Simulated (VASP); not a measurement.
Calculation: PBEsol GGA, VASP's PBE PAW potentials (set 64) (plane waves; VASP).

A VASP calculation is set up with these files.

### KPOINTS
```
Automatic mesh
0
Gamma
14 14 8
0 0 0
```

### POSCAR
```
Os
1
    1.3654888047    -2.3650956341     0.0000000000
    1.3654888047     2.3650956341    -0.0000000000
    0.0000000000    -0.0000000000     4.3062269485
Os
2
Direct
  0.3333330000   0.6666670000   0.2500000000
  0.6666670000   0.3333330000   0.7558055463
```

**INCAR**
```
ALGO = Normal
EDIFF = 1E-7
ENCUT = 480
GGA = PS
ISIF = 2
ISMEAR = 1
LASPH = .TRUE.
LCHARG = .FALSE.
LMAXMIX = 6
LREAL = .FALSE.
LWAVE = .FALSE.
NELM = 100
PREC = Accurate
SIGMA = 0.1
SYSTEM = Os
```

POTCAR, in this order: Os (PBE.64 set). Program: vasp_std.

Unless said otherwise, spin-orbit coupling is left out, though it shifts the bands of the heavy elements here.

**Question.** Predict the energy per atom (σ→0), largest force, band gap (on the k-mesh).

**Answer.** 
- energy per atom (σ→0): -1180.7 kJ/mol of atoms
- band gap (on the k-mesh): none (metal, semimetal or under 0.01 eV)
- largest force: 0.425 eV/Å

OSZICAR:
```
...
DAV:   8    -0.244761064266E+02    0.69681E-02   -0.81753E-03  4112   0.757E-01    0.288E-01
DAV:   9    -0.244738633477E+02    0.22431E-02   -0.14721E-03  4400   0.477E-01    0.603E-02
DAV:  10    -0.244738975008E+02   -0.34153E-04   -0.58557E-05  4464   0.777E-02    0.110E-02
DAV:  11    -0.244738677389E+02    0.29762E-04   -0.76435E-06  4160   0.332E-02    0.110E-03
DAV:  12    -0.244738671258E+02    0.61306E-06   -0.16716E-07  3648   0.452E-03    0.928E-04
DAV:  13    -0.244738670078E+02    0.11795E-06   -0.10921E-08  2136   0.102E-03    0.290E-04
DAV:  14    -0.244738669993E+02    0.85412E-08   -0.19914E-09  2052   0.509E-04
   1 F= -.24473867E+02 E0= -.24473473E+02  d E =-.118142E-02
```

The compound is Os in the hcp structure. This cell was strained or had an atom moved on purpose.
